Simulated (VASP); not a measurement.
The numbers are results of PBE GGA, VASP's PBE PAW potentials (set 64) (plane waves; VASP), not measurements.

Input for VASP

File KPOINTS:
```
Automatic mesh
0
Gamma
5 5 7
0 0 0
```

**INCAR**
```
! general
SYSTEM  = Cu
PREC    = Accurate
ENCUT   = 300   ! plane-wave cut-off (eV)
LREAL   = .FALSE.
LASPH   = .TRUE.

! electronic loop
EDIFF   = 1E-6
NELM    = 100
ALGO    = Normal   ! blocked Davidson
LMAXMIX = 4   ! l cut-off of mixed one-centre charges

! smearing
ISMEAR  = -1   ! Fermi-Dirac
SIGMA   = 0.1   ! width (eV)

! functional
GGA     = PE

! ions
ISIF    = 2

! output
LWAVE   = .FALSE.
LCHARG  = .FALSE.
```

File POSCAR:
```
Cu
4.0477140
  1.0000000000   0.0000000000   0.0000000000
 -0.5000000000   0.8660253664   0.0000000000
  0.0000000000   0.0000000000   0.6082161437
Cu
3
direct
 -0.0008520000   0.0016170000  -0.0030300000
  0.3369700000   0.6656030000   0.5102080000
  0.6638820000   0.3327800000   0.4928230000
```

POTCAR, in this order: Cu (PBE.64 set). Program: vasp_std.

What VASP printed:

### OSZICAR
```
       N       E                     dE             d eps       ncg     rms          rms(c)
DAV:   1     0.191595549496E+03    0.19160E+03   -0.10793E+04  3664   0.190E+03
DAV:   2    -0.349582930984E+01   -0.19509E+03   -0.18872E+03  3520   0.347E+02
DAV:   3    -0.134978675666E+02   -0.10002E+02   -0.93166E+01  3716   0.121E+02
DAV:   4    -0.136242832171E+02   -0.12642E+00   -0.12621E+00  4044   0.166E+01
DAV:   5    -0.136260285172E+02   -0.17453E-02   -0.17452E-02  4232   0.178E+00    0.132E+01
DAV:   6    -0.119569568123E+02    0.16691E+01   -0.27399E+01  3644   0.121E+02    0.647E+00
DAV:   7    -0.109677712131E+02    0.98919E+00   -0.47582E+00  3900   0.567E+01    0.104E+00
DAV:   8    -0.109660116682E+02    0.17595E-02   -0.23585E-01  4264   0.190E+01    0.944E-01
DAV:   9    -0.109467439496E+02    0.19268E-01   -0.26846E-02  4652   0.740E+00    0.515E-01
DAV:  10    -0.109423415157E+02    0.44024E-02   -0.13309E-02  4216   0.231E+00    0.595E-02
DAV:  11    -0.109423701700E+02   -0.28654E-04   -0.47912E-04  4548   0.530E-01    0.509E-02
DAV:  12    -0.109423329231E+02    0.37247E-04   -0.17460E-04  4172   0.344E-01    0.608E-03
DAV:  13    -0.109423364911E+02   -0.35680E-05   -0.20407E-05  4420   0.125E-01    0.979E-03
DAV:  14    -0.109423339165E+02    0.25746E-05   -0.59891E-06  3864   0.630E-02    0.967E-04
DAV:  15    -0.109423336464E+02    0.27015E-06   -0.25868E-07  2168   0.142E-02
   1 F= -.10942334E+02 E0= -.10924680E+02  d E =-.353064E-01
```

File OUTCAR:
```
------------------------ aborting loop because EDIFF is reached ----------------------------------------
  FORCE on cell =-STRESS in cart. coord.  units (eV):
  Direction    XX          YY          ZZ          XY          YZ          ZX
  --------------------------------------------------------------------------------------
  Total        1.2067249      1.1730643      0.5153985     -0.1814967     -0.0004790     -0.0030314
  in kB       55.3478591     53.8039774     23.6393616     -8.3245611     -0.0219698     -0.1390377
  external PRESSURE =      44.2637327 kB  Pullay stress =       0.0000000 kB
  volume of cell :       34.93
      direct lattice vectors                 reciprocal lattice vectors
     4.047714000  0.000000000  0.000000000     0.247053028  0.142636138  0.000000000
    -2.023857000  3.505423000  0.000000000     0.000000000  0.285272277  0.000000000
     0.000000000  0.000000000  2.461885000     0.000000000  0.000000000  0.406192816
 POSITION                                       TOTAL-FORCE (eV/Angst)
 -----------------------------------------------------------------------------------
      4.04099      0.00567      2.45443         0.048080     -0.039702      0.031707
      0.01687      2.33322      1.25607        -0.250907      0.042470      0.030329
      2.01371      1.16653      1.21327         0.202828     -0.002768     -0.062035
 -----------------------------------------------------------------------------------
    total drift:                               -0.002281      0.000807     -0.002916
  FREE ENERGIE OF THE ION-ELECTRON SYSTEM (eV)
  ---------------------------------------------------
  free  energy   TOTEN  =       -10.9423336464 eV

  energy  without entropy=      -10.9070272559  energy(sigma->0) =      -10.92468045
```
(Selected blocks of OUTCAR.)

**OUTCAR**
```
 val. band max:        7.6706124668   @ k =   0.0000   0.4000   0.0000

 cond. band min:       7.7478746236   @ k =  -0.2000  -0.2000   0.1429


 Fermi energy:         7.7027904266

 k-point     1 :       0.0000    0.0000    0.0000
  band No.  band energies     occupation
      1      -1.6896      2.00000
      2       3.1527      2.00000
      3       4.0486      2.00000
      4       4.0536      2.00000
      5       4.1089      2.00000
      6       4.1226      2.00000
      7       4.1970      2.00000
      8       4.5313      2.00000
      9       4.9210      2.00000
     10       4.9323      2.00000
     11       5.2841      2.00000
     12       5.3227      2.00000
     13       5.3395      2.00000
     14       5.3741      2.00000
     15       6.1864      2.00000
     16       6.1867      2.00000
     17      12.3918      0.00000
     18      12.4276      0.00000
     19      12.5155      0.00000
     20      12.5537      0.00000

 k-point     2 :       0.2000    0.0000    0.0000
  band No.  band energies     occupation
      1      -1.1762      2.00000
      2       3.0978      2.00000
      3       3.4676      2.00000
      4       3.8346      2.00000
      5       3.8817      2.00000
      6       4.3182      2.00000
      7       4.6408      2.00000
      8       4.7052      2.00000
      9       4.8114      2.00000
     10       5.0748      2.00000
     11       5.1203      2.00000
     12       5.1680      2.00000
     13       5.6104      2.00000
     14       5.6560      2.00000
     15       6.0052      2.00000
     16       6.1539      2.00000
     17       8.8135      0.00003
     18       9.7752      0.00000
     19      12.5344      0.00000
     20      15.7375      0.00000

 k-point     3 :       0.0000    0.2000    0.0000
  band No.  band energies     occupation
      1      -1.1761      2.00000
      2       3.0972      2.00000
      3       3.4680      2.00000
      4       3.8257      2.00000
      5       3.8730      2.00000
...
```

At this cut-off the stress carries a Pulay error, which pulls relaxed volumes low.

The structure was generated: Cu was put into an ordered model structure, which need not be its known phase. The cell was not relaxed at this level, atoms are displaced from their ideal sites. The k-mesh is coarse (spacing up to 0.36 per Å, 2π included), so the numbers may not be converged in it.
